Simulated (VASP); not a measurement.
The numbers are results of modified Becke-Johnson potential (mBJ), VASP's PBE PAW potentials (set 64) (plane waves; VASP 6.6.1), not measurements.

Input for VASP

INCAR:
```
SYSTEM = CdTe
PREC = Accurate
ENCUT = 520
EDIFF = 1E-6
NELM = 200
ALGO = Normal
LREAL = .FALSE.
LASPH = .TRUE.
ISMEAR = 0
SIGMA = 0.05
METAGGA = MBJ
LMIXTAU = .TRUE.
LMAXMIX = 4
LWAVE = .FALSE.
LCHARG = .FALSE.
ISIF = 0
```

**KPOINTS_OPT**
```
k-points along high-symmetry lines
11
Line-mode
Reciprocal
  0.000000   0.000000   0.000000 ! GAMMA
 -0.500000  -0.500000   0.000000 ! X

 -0.500000  -0.500000   0.000000 ! X
 -0.375000  -0.375000   0.250000 ! U

 -0.375000  -0.000000   0.375000 ! K
  0.000000   0.000000   0.000000 ! GAMMA

  0.000000   0.000000   0.000000 ! GAMMA
  0.000000   0.000000   0.500000 ! L

  0.000000   0.000000   0.500000 ! L
 -0.500000  -0.250000   0.250000 ! W

 -0.500000  -0.250000   0.250000 ! W
 -0.500000  -0.500000   0.000000 ! X
```

### POSCAR
```
CdTe
1
    0.0000000000     3.3124350059     3.3124350059
    3.3124350059     0.0000000000     3.3124350059
    3.3124350059     3.3124350059     0.0000000000
Cd Te
1 1
Direct
  0.0000000000   0.0000000000   0.0000000000
  0.2500000000   0.2500000000   0.2500000000
```

**KPOINTS**
```
Automatic mesh
0
Gamma
6 6 6
0 0 0
```

POTCAR, in this order: Cd Te (PBE.64 set). Program: vasp_std. Read from the step before: WAVECAR.

The resulting files:

**OSZICAR**
```
       N       E                     dE             d eps       ncg     rms          rms(c)
DAV:   1     0.592868860022E+03    0.59287E+03   -0.75800E-01   426   0.104E+01    0.239E+00
DAV:   2     0.592802967955E+03   -0.65892E-01   -0.10439E+00   421   0.973E+00    0.421E+00
DAV:   3     0.592711293055E+03   -0.91675E-01   -0.21021E-02   495   0.139E+00    0.503E+00
DAV:   4     0.593121204402E+03    0.40991E+00   -0.96822E-02   426   0.455E+00    0.209E+00
DAV:   5     0.593228314578E+03    0.10711E+00   -0.78279E-03   426   0.743E-01    0.166E+00
DAV:   6     0.593445220502E+03    0.21691E+00   -0.23085E-02   431   0.147E+00    0.680E-01
DAV:   7     0.593466212002E+03    0.20992E-01   -0.58013E-03   416   0.686E-01    0.634E-01
DAV:   8     0.593487775117E+03    0.21563E-01   -0.68079E-04   451   0.188E-01    0.495E-01
DAV:   9     0.593549601568E+03    0.61826E-01   -0.13619E-03   426   0.297E-01    0.713E-02
DAV:  10     0.593558729423E+03    0.91279E-02   -0.13026E-03   416   0.249E-01    0.251E-02
DAV:  11     0.593563608471E+03    0.48790E-02   -0.61638E-04   416   0.179E-01    0.265E-02
DAV:  12     0.593566017475E+03    0.24090E-02   -0.53968E-05   426   0.608E-02    0.128E-02
DAV:  13     0.593567774559E+03    0.17571E-02   -0.14664E-05   446   0.385E-02    0.147E-02
DAV:  14     0.593569177088E+03    0.14025E-02   -0.11425E-05   416   0.296E-02    0.849E-03
DAV:  15     0.593569198888E+03    0.21800E-04   -0.89313E-07   321   0.842E-03    0.910E-03
DAV:  16     0.593570274391E+03    0.10755E-02   -0.55508E-07   308   0.794E-03    0.190E-03
DAV:  17     0.593570390717E+03    0.11633E-03   -0.25859E-07   268   0.543E-03    0.554E-04
DAV:  18     0.593570392866E+03    0.21495E-05   -0.32913E-08   223   0.149E-03    0.404E-04
DAV:  19     0.593570431231E+03    0.38364E-04   -0.32138E-09   223   0.603E-04    0.582E-04
DAV:  20     0.593570342905E+03   -0.88326E-04   -0.85709E-09   223   0.105E-03    0.434E-04
DAV:  21     0.593570316222E+03   -0.26682E-04   -0.12458E-08   223   0.107E-03    0.324E-04
DAV:  22     0.593570355923E+03    0.39701E-04   -0.26460E-09   223   0.606E-04    0.139E-04
DAV:  23     0.593570348939E+03   -0.69841E-05   -0.50218E-10   223   0.249E-04    0.703E-05
DAV:  24     0.593570350073E+03    0.11335E-05   -0.12038E-11   223   0.556E-05    0.638E-05
DAV:  25     0.593570348351E+03   -0.17214E-05    0.46784E-12   223   0.190E-05    0.617E-05
DAV:  26     0.593570349240E+03    0.88894E-06   -0.73840E-12   223   0.263E-05
   1 F= 0.59357035E+03 E0= 0.59357035E+03  d E =-.242710E-13
       N       E                     dE             ncg
       N       E                     dE             ncg
       N       E                     dE             ncg
       N       E                     dE             ncg
       N       E                     dE             ncg
```

**OUTCAR**
```
------------------------ aborting loop because EDIFF is reached ----------------------------------------
  volume of cell :       72.69
      direct lattice vectors                 reciprocal lattice vectors
     0.000000000  3.312435006  3.312435006    -0.150946358  0.150946358  0.150946358
     3.312435006  0.000000000  3.312435006     0.150946358 -0.150946358  0.150946358
     3.312435006  3.312435006  0.000000000     0.150946358  0.150946358 -0.150946358
  FREE ENERGIE OF THE ION-ELECTRON SYSTEM (eV)
  ---------------------------------------------------
  free  energy   TOTEN  =       593.5703492402 eV

  energy  without entropy=      593.5703492402  energy(sigma->0) =      593.57034924

     CMBJ =    1.0000

     CMBJA=   -0.0120

     CMBJB=    1.0230

     CMBJE=    0.5000

    CMBJ =    1.2412
```
(Selected blocks of OUTCAR.)

OUTCAR:
```
 val. band max:        1.8558471550   @ k =   0.0000   0.0000   0.0000

 cond. band min:       3.4918080867   @ k =   0.0000   0.0000   0.0000


 Fermi energy:         2.0981817094

 k-point     1 :       0.0000    0.0000    0.0000
  band No.  band energies     occupation
      1      -8.6840      2.00000
      2      -6.2851      2.00000
      3      -6.2851      2.00000
      4      -6.2850      2.00000
      5      -6.0621      2.00000
      6      -6.0621      2.00000
      7       1.8557      2.00000
      8       1.8557      2.00000
      9       1.8558      2.00000
     10       3.4918      0.00000
     11       7.0862      0.00000
     12       7.0862      0.00000
     13       7.0872      0.00000

 k-point     2 :       0.1667    0.0000    0.0000
  band No.  band energies     occupation
      1      -8.6136      2.00000
      2      -6.2708      2.00000
      3      -6.2707      2.00000
      4      -6.1965      2.00000
      5      -6.0626      2.00000
      6      -6.0626      2.00000
      7       0.5175      2.00000
      8       1.6821      2.00000
      9       1.6822      2.00000
     10       4.3676      0.00000
     11       7.2006      0.00000
     12       7.3820      0.00000
     13       7.3828      0.00000

 k-point     3 :       0.3333    0.0000    0.0000
  band No.  band energies     occupation
      1      -8.4787      2.00000
      2      -6.2452      2.00000
      3      -6.2451      2.00000
      4      -6.0601      2.00000
      5      -6.0601      2.00000
      6      -5.9363      2.00000
      7      -1.0913      2.00000
      8       1.3797      2.00000
      9       1.3800      2.00000
     10       4.5312      0.00000
     11       7.6258      0.00000
     12       7.6263      0.00000
     13       8.6697      0.00000

 k-point     4 :       0.5000    0.0000    0.0000
  band No.  band energies     occupation
      1      -8.4155      2.00000
      2      -6.2344      2.00000
      3      -6.2344      2.00000
...
```

mBJ is a potential without an energy functional, so only the levels count. Unless said otherwise, spin-orbit coupling is left out, though it shifts the bands of the heavy elements here.

The compound is CdTe in the zinc blende structure. It was relaxed first, which changed the volume by +7 %. The cell's shape comes from a PBE relaxation.
